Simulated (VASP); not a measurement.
# NbP: how numerical settings change the zone-centre modes, part 3 of 3

Aim: test the modes of NbP against the numerical settings. The starting structure is a computed structure from the Materials Project.

VASP 6.6.1.

Results so far: reference B1 (2) 395.4 cm⁻¹; a 6×6×6 mesh B1 (2) 391.0 cm⁻¹; a cutoff of 290 eV B1 (2) 397.2 cm⁻¹.

### Step 5. Modes with a 14×14×14 mesh

Level of this step: LDA; plane waves and PAW (Nb_sv, P) (VASP).

Against step 2 the input has a 14×14×14 mesh.

Input file INCAR:

```
SYSTEM = NbP
PREC = Accurate
ENCUT = 450
EDIFF = 1E-08
NELM = 100
ISMEAR = 0
SIGMA = 0.05
LREAL = .FALSE.
ALGO = Normal
GGA = CA
NBANDS = 24
LASPH = .TRUE.
LORBIT = 11
LWAVE = .FALSE.
LCHARG = .FALSE.
KPAR = 8
IBRION = 8
ISIF = 2
```

Input file POSCAR:

```
NbP
1.0
    0.0000000000     -3.3011838697      0.0000000000
   -3.3011838697      0.0000000000      0.0000000000
    1.6505919349     -1.6505919349     -5.6178797866
Nb P
2 2
Direct
    0.2501489435      0.2498510565      0.4997021131
    0.5001489435      0.4998510565      0.9997021131
    0.8324796265      0.6675203735      0.3350407469
    0.0824796265      0.9175203735      0.8350407469
```

Input file KPOINTS:

```
Automatic mesh
0
Gamma
14 14 14
0 0 0
```

PAW data sets: Nb_sv and P (LDA family, release 64).

Command:

```bash
mpirun -np 8 vasp_std
```

What it wrote:

```text
[... set-up lines as in an earlier step ...]
 entering main loop
       N       E                     dE             d eps       ncg     rms          rms(c)
DAV:   1     0.336401088030E+03    0.33640E+03   -0.17747E+04 11728   0.135E+03
DAV:   2    -0.133827773602E+02   -0.34978E+03   -0.34231E+03 15176   0.544E+02
DAV:   3    -0.396040230838E+02   -0.26221E+02   -0.25889E+02 21560   0.111E+02
DAV:   4    -0.411904243922E+02   -0.15864E+01   -0.15815E+01 18216   0.223E+01
[...]
DAV:  12    -0.390370700994E+02    0.40172E-06   -0.68585E-06 20248   0.244E-02    0.447E-03
DAV:  13    -0.390370700344E+02    0.65047E-07   -0.32916E-07 18824   0.480E-03    0.199E-03
DAV:  14    -0.390370700294E+02    0.50318E-08   -0.56984E-08 16088   0.250E-03
   1 F= -.39037070E+02 E0= -.39036729E+02  d E =-.681404E-03
 Linear response reoptimize wavefunctions to high precision
DAV:   1    -0.390370700301E+02   -0.74942E-09   -0.12045E-08 16072   0.825E-04
DAV:   2    -0.390370700301E+02   -0.45929E-10   -0.51525E-10 11328   0.238E-04
 Linear response DOF=           6
 Linear response progress:
[...]
RMM:  13    -0.499291211571E-01    0.11761E-06   -0.12740E-07100643   0.351E-04    0.127E-05
RMM:  14    -0.499291136187E-01    0.75384E-08   -0.12695E-07 98753   0.268E-04    0.131E-05
RMM:  15    -0.499291197601E-01   -0.61414E-08   -0.79164E-08 98554   0.227E-04    0.101E-05
 first order change of Fermi-energy   0.29389E-04
 force on displaced ion       3 direction 2 :  -0.000 -13.224   0.001
 Linear response progress:
  Degree of freedom:   6/  6
       N       E                     dE             d eps       ncg     rms          rms(c)
RMM:   1    -0.713872295639E-01   -0.71387E-01   -0.56260E-02 52176   0.127E+00
RMM:   2    -0.607028112257E-01    0.10684E-01   -0.71629E-03 40161   0.463E-01    0.143E-01
RMM:   3    -0.609416507065E-01   -0.23884E-03   -0.18472E-03 39752   0.230E-01    0.115E-01
RMM:   4    -0.608687292796E-01    0.72921E-04   -0.48358E-04 42317   0.124E-01    0.574E-02
[...]
RMM:  12    -0.610791785898E-01   -0.12750E-06    0.31543E-07 55978   0.581E-04    0.439E-05
RMM:  13    -0.610792051758E-01   -0.26586E-07    0.11293E-07 58045   0.362E-04    0.134E-05
RMM:  14    -0.610792118458E-01   -0.66700E-08    0.92832E-09 56305   0.261E-04    0.185E-05
 first order change of Fermi-energy   0.11300E-01
 force on displaced ion       3 direction 3 :   0.000  -0.000 -15.156
 Linear response finished
```

It took 18 min on 8 MPI ranks of Intel Xeon Platinum 8375C at 2.90GHz (Ice Lake), shared host; peak memory 13 GiB; 2.4 h of CPU time.

From OUTCAR (step 5):

```text
  Total        0.0122752      0.0122752     -0.0535605     -0.0000000     -0.0000000      0.0000000
  in kB        0.3212377      0.3212377     -1.4016623     -0.0000000     -0.0000000      0.0000000
  external PRESSURE =      -0.2530623 kB  Pullay stress =       0.0000000 kB

 POSITION                                       TOTAL-FORCE (eV/Angst)
 -----------------------------------------------------------------------------------
      0.00000     -1.65059     -2.80727        -0.000000      0.000000      0.004715
      0.00000     -3.30118     -5.61621        -0.000000      0.000000      0.004715
     -1.65059     -3.30118     -1.88222         0.000000     -0.000000     -0.004715
     -1.65059     -1.65059     -4.69116         0.000000     -0.000000     -0.004715
 -----------------------------------------------------------------------------------
    total drift:                               -0.000001      0.000001     -0.000213

[... 1 part as in an earlier step ...]

[... 1 further part left out ...]
```

With a 14×14×14 mesh the modes are at the top B1 (2) 395.8, A1 382.3 cm⁻¹, at the bottom B1 (1) 260.6, E (1) 190.2 cm⁻¹, with 2 more of the listed ones between; the largest shift is +8.0 cm⁻¹, in E (3), from the reference.

### Step 6. Modes with a smearing width of 0.02 eV

Against step 2 the input has SIGMA = 0.02.

Edit INCAR of step 5 so:

```diff
@@ -6,3 +6,3 @@
 ISMEAR = 0
-SIGMA = 0.05
+SIGMA = 0.02
 LREAL = .FALSE.
```

POSCAR is that of step 5.

Input file KPOINTS:

```
Automatic mesh
0
Gamma
10 10 10
0 0 0
```

Command:

```bash
mpirun -np 8 vasp_std
```

What it wrote:

```text
[... set-up lines as in an earlier step ...]
 entering main loop
       N       E                     dE             d eps       ncg     rms          rms(c)
DAV:   1     0.339084656706E+03    0.33908E+03   -0.17840E+04  4904   0.135E+03
DAV:   2    -0.128699415997E+02   -0.35195E+03   -0.34402E+03  6312   0.547E+02
DAV:   3    -0.394804995860E+02   -0.26611E+02   -0.26281E+02  8880   0.111E+02
DAV:   4    -0.411887468765E+02   -0.17082E+01   -0.17031E+01  7720   0.232E+01
[...]
DAV:  13    -0.390297977400E+02    0.81599E-07   -0.44521E-07  7920   0.493E-03    0.252E-03
DAV:  14    -0.390297977219E+02    0.18083E-07   -0.13242E-07  8312   0.344E-03    0.538E-04
DAV:  15    -0.390297977228E+02   -0.90085E-09   -0.74053E-09  4864   0.773E-04
   1 F= -.39029798E+02 E0= -.39029646E+02  d E =-.303929E-03
 Linear response reoptimize wavefunctions to high precision
DAV:   1    -0.390297977229E+02   -0.91404E-10   -0.12583E-09  4856   0.464E-04
DAV:   2    -0.390297977230E+02   -0.62755E-10   -0.51399E-10  4832   0.268E-04
 Linear response DOF=           6
 Linear response progress:
[...]
RMM:  26    -0.501842296268E-01   -0.35893E-09   -0.45094E-07 31963   0.186E-04    0.202E-07
RMM:  27    -0.501842292457E-01    0.38108E-09   -0.46102E-07 32054   0.186E-04    0.203E-07
RMM:  28    -0.501842295998E-01   -0.35411E-09   -0.44687E-07 32069   0.186E-04    0.208E-07
 first order change of Fermi-energy   0.30664E-04
 force on displaced ion       3 direction 2 :  -0.000 -12.250   0.001
 Linear response progress:
  Degree of freedom:   6/  6
       N       E                     dE             d eps       ncg     rms          rms(c)
RMM:   1    -0.714152019044E-01   -0.71415E-01   -0.56356E-02 20875   0.127E+00
RMM:   2    -0.607140599465E-01    0.10701E-01   -0.72317E-03 16000   0.463E-01    0.143E-01
RMM:   3    -0.609351157228E-01   -0.22106E-03   -0.17109E-03 15712   0.231E-01    0.116E-01
RMM:   4    -0.608775302662E-01    0.57585E-04   -0.48359E-04 16714   0.125E-01    0.573E-02
[...]
RMM:  12    -0.610902248745E-01   -0.12746E-06    0.39628E-07 22094   0.586E-04    0.352E-05
RMM:  13    -0.610902565942E-01   -0.31720E-07    0.11963E-07 23081   0.366E-04    0.131E-05
RMM:  14    -0.610902593193E-01   -0.27250E-08    0.21532E-08 22285   0.261E-04    0.178E-05
 first order change of Fermi-energy   0.35031E-01
 force on displaced ion       3 direction 3 :   0.000  -0.000 -15.098
 Linear response finished
```

Elapsed: 8.2 min, on 8 MPI ranks; peak memory 5.7 GiB; 65 min of CPU time.

From OUTCAR (step 6):

```text
  Total       -0.0065368     -0.0065368      0.0094510      0.0000000      0.0000000     -0.0000000
  in kB       -0.1710652     -0.1710652      0.2473299      0.0000000      0.0000000     -0.0000000
  external PRESSURE =      -0.0316001 kB  Pullay stress =       0.0000000 kB

 POSITION                                       TOTAL-FORCE (eV/Angst)
 -----------------------------------------------------------------------------------
      0.00000     -1.65059     -2.80727        -0.000000      0.000000      0.000981
      0.00000     -3.30118     -5.61621        -0.000000      0.000000      0.000981
     -1.65059     -3.30118     -1.88222         0.000000     -0.000000     -0.000981
     -1.65059     -1.65059     -4.69116         0.000000     -0.000000     -0.000981
 -----------------------------------------------------------------------------------
    total drift:                               -0.000001      0.000001     -0.000086

[... 2 parts as in an earlier step ...]
```

With a smearing width of 0.02 eV the modes are at the top B1 (2) 395.5, A1 381.0 cm⁻¹, at the bottom B1 (1) 253.9, E (1) 187.9 cm⁻¹, with 2 more of the listed ones between; the largest shift is -6.9 cm⁻¹, in E (3), from the reference.

### Step 7. Modes with finite displacements

Against step 2 the input has IBRION = 6, NFREE = 2 and POTIM = 0.015 (also changed: NSW).

Edit INCAR of step 6 so:

```diff
@@ -6,3 +6,3 @@
 ISMEAR = 0
-SIGMA = 0.02
+SIGMA = 0.05
 LREAL = .FALSE.
@@ -16,3 +16,6 @@
 KPAR = 8
-IBRION = 8
+IBRION = 6
+NFREE = 2
+POTIM = 0.015
+NSW = 1
 ISIF = 2
```

POSCAR is that of step 6.

KPOINTS is that of step 6.

Command:

```bash
mpirun -np 8 vasp_std
```

What it wrote:

```text
[... set-up lines as in an earlier step ...]
 entering main loop
       N       E                     dE             d eps       ncg     rms          rms(c)
[... 14 cycles as in an earlier step ...]
   1 F= -.39030435E+02 E0= -.39029773E+02  d E =-.132420E-02
[... from here on, the cycles between the ionic steps are left out ...]
   2 F= -.39028612E+02 E0= -.39027958E+02  d E =-.130844E-02
   3 F= -.39028612E+02 E0= -.39027958E+02  d E =-.130844E-02
   4 F= -.39029160E+02 E0= -.39028548E+02  d E =-.122389E-02
   5 F= -.39029161E+02 E0= -.39028549E+02  d E =-.122389E-02
   6 F= -.39028498E+02 E0= -.39027854E+02  d E =-.128726E-02
   7 F= -.39028452E+02 E0= -.39027804E+02  d E =-.129598E-02
   8 F= -.39029338E+02 E0= -.39028682E+02  d E =-.131283E-02
   9 F= -.39029338E+02 E0= -.39028682E+02  d E =-.131283E-02
  10 F= -.39029035E+02 E0= -.39028423E+02  d E =-.122474E-02
  11 F= -.39029035E+02 E0= -.39028423E+02  d E =-.122472E-02
  12 F= -.39028706E+02 E0= -.39028041E+02  d E =-.133010E-02
  13 F= -.39028758E+02 E0= -.39028101E+02  d E =-.131465E-02
 Finite differences progress:
  Degree of freedom:   6/  6
  Displacement:        2/  2
  Total:              12/ 12
```

Wall time 6.2 min (8 MPI ranks); peak memory 4.4 GiB; 50 min of CPU time.

Parts of OUTCAR (step 7):

```text
  Total        0.1072808     -0.0005995     -0.1154757      0.0000000     -0.0000000      0.0000000
  in kB        2.8075061     -0.0156887     -3.0219642      0.0000000     -0.0000000      0.0000000
  external PRESSURE =      -0.0767156 kB  Pullay stress =       0.0000000 kB

 POSITION                                       TOTAL-FORCE (eV/Angst)
 -----------------------------------------------------------------------------------
      0.00000     -1.65059     -2.80727         0.000000     -0.000000     -0.089765
      0.00000     -3.30118     -5.61621         0.000000     -0.000000     -0.093097
     -1.65059     -3.30118     -1.89722        -0.000000      0.000000      0.223827
     -1.65059     -1.65059     -4.69116         0.000000     -0.000000     -0.040965
 -----------------------------------------------------------------------------------
    total drift:                               -0.000001      0.000001     -0.000180

  FREE ENERGIE OF THE ION-ELECTRON SYSTEM (eV)
  ---------------------------------------------------
  free  energy   TOTEN  =       -39.0287584471 eV

  energy  without entropy=      -39.0274437954  energy(sigma->0) =      -39.02810112

[... 2 parts as in an earlier step ...]

[... 1 further part left out ...]
[key lines of the parts left out:]
E-fermi :  11.1034
```

The last energy, forces and stress in OUTCAR belong to the last displaced cell, not to that of POSCAR.

With finite displacements the modes are at the top B1 (2) 395.3, A1 382.2 cm⁻¹, at the bottom B1 (1) 255.9, E (1) 188.1 cm⁻¹, with 2 more of the listed ones between; the largest shift is -2.9 cm⁻¹, in E (3), from the reference.

### Step 8. All runs side by side

| run | B1 (2) | A1 | E (3) | E (2) | B1 (1) | E (1) | method | core minutes |
| --- | --- | --- | --- | --- | --- | --- | --- | --- |
| reference | 395.4 | 382.4 | 360.5 | 337.2 | 256.4 | 188.8 | perturbation theory | 82.9 |
| a 6×6×6 mesh | 391.0 | 378.8 | 337.3 | 320.7 | 237.3 | 183.9 | perturbation theory | 26.5 |
| a cutoff of 290 eV | 397.2 | 384.0 | 363.2 | 339.3 | 257.9 | 189.7 | perturbation theory | 39.1 |
| a 14×14×14 mesh | 395.8 | 382.3 | 368.5 | 338.1 | 260.6 | 190.2 | perturbation theory | 144.0 |
| a smearing width of 0.02 eV | 395.5 | 381.0 | 353.6 | 335.8 | 253.9 | 187.9 | perturbation theory | 65.2 |
| finite displacements | 395.3 | 382.2 | 357.6 | 336.4 | 255.9 | 188.1 | finite displacements | 49.7 |

Modes are in cm⁻¹, degenerate ones as one, matched between runs by symmetry and order. A number in brackets counts the listed modes of one symmetry from the lowest. The symmetry labels come from an automatic analysis and can be wrong where levels nearly coincide. Core minutes are wall time times ranks of the run shown, on a shared host.

### Step 9. What came out

| Quantity | Value |
| --- | --- |
| B1 (2), reference | 395.4 cm⁻¹ |
| E (1), reference | 188.8 cm⁻¹ |
| B1 (2), a 6×6×6 mesh | 391.0 cm⁻¹ |
| E (1), a 6×6×6 mesh | 183.9 cm⁻¹ |
| B1 (2), a cutoff of 290 eV | 397.2 cm⁻¹ |
| E (1), a cutoff of 290 eV | 189.7 cm⁻¹ |
| B1 (2), a 14×14×14 mesh | 395.8 cm⁻¹ |
| E (1), a 14×14×14 mesh | 190.2 cm⁻¹ |
| B1 (2), a smearing width of 0.02 eV | 395.5 cm⁻¹ |
| E (1), a smearing width of 0.02 eV | 187.9 cm⁻¹ |
| B1 (2), finite displacements | 395.3 cm⁻¹ |
| E (1), finite displacements | 188.1 cm⁻¹ |

In words: The largest change comes with a 6×6×6 mesh: -23.2 cm⁻¹ in E (3). On finer settings the modes change by up to +8.0 cm⁻¹ in E (3) with a 14×14×14 mesh. Other changes move the modes by more: -23.2 cm⁻¹ in E (3) with a 6×6×6 mesh. Further runs on this material are not shown.

[Lines on the potential files, build, host, timing and source positions are cut from VASP's logs without a mark.]

[Logs are printed without paths, hosts, clocks, repeated set-up lines and the standing remarks that a program may print on its own settings, such as how far it seeks lower states.]

[Hosts, paths, dates, database ids (printed as entryN), source tags and the programs' standing remarks are cut or masked in the printed files.]
